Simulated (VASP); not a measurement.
Sn (relaxed from the lonsdaleite structure, space group P6_3/mmc): computed properties

All values below come from r2SCAN meta-GGA, VASP's PBE PAW potentials (set 64) (plane waves; VASP 6.6.1).

```
Property                                                                                                Result
----------------------------------  --------------------------------------------------------------------------
space group                                                                                     P6_3/mmc (194)
cell                                a = 4.638 Å, b = 4.638 Å, c = 7.613 Å, α = 90.00°, β = 90.00°, γ = 120.00°
volume per atom                                                                                  35.46 Å³/atom
band gap (over mesh and band path)                                    none (metal, semimetal or under 0.01 eV)
density                                                                                             5.56 g/cm³
```

```cif
data_Sn4
_chemical_formula_sum 'Sn4'
_space_group_name_H-M_alt 'P63/mmc'
_space_group_IT_number 194
_space_group_name_Hall '-P 6c 2c'
_cell_length_a 4.63846
_cell_length_b 4.63846
_cell_length_c 7.61301
_cell_angle_alpha 90.000
_cell_angle_beta 90.000
_cell_angle_gamma 120.000
loop_
_atom_site_label
_atom_site_type_symbol
_atom_site_symmetry_multiplicity
_atom_site_Wyckoff_symbol
_atom_site_fract_x
_atom_site_fract_y
_atom_site_fract_z
_atom_site_occupancy
Sn1 Sn 4 f 0.33333 0.66667 0.06297 1
```

Unless said otherwise, spin-orbit coupling is left out, though it shifts the bands of the heavy elements here.

The structure was generated: Sn was put into the lonsdaleite type (P6_3/mmc), which need not be its known phase. It was relaxed first, which changed the volume by +22 %. Symmetry was kept, so distortions that lower it aren't found.
